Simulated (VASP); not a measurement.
Given:

```yaml
crystal:
  lattice:
    - [-2.22771, 2.22771, 2.22771]
    - [2.22771, -2.22771, 2.22771]
    - [2.22771, 2.22771, -2.22771]
  atoms:
    - { symbol: Eu, position: [0.00000, 0.00000, 0.00000] }
```

Level of theory: PBE GGA, VASP's PBE PAW potentials (set 64) (plane waves; VASP). Numerical set-up: 520 eV cut-off, 10×10×10 Γ-centred mesh, first-order Methfessel-Paxton smearing of 0.10 eV, potentials Eu_2.

The 4f electrons are frozen in the core of the lanthanide potential, so 4f levels, which can set the real gap, and their magnetism are missing.

Question: Predict the energy per atom (σ→0), band gap (on the k-mesh) with the smallest direct gap where there is one.

Answer: 
```yaml
band gap (on the k-mesh): none (metal, semimetal or under 0.01 eV)
energy per atom (σ→0): -1860 meV/atom
```

The absolute energy has meaning only against runs of the same code, potentials and settings.

The compound is Eu in the bcc structure. It was relaxed first, which changed the volume by -8 %. The start is the result of an earlier pass.
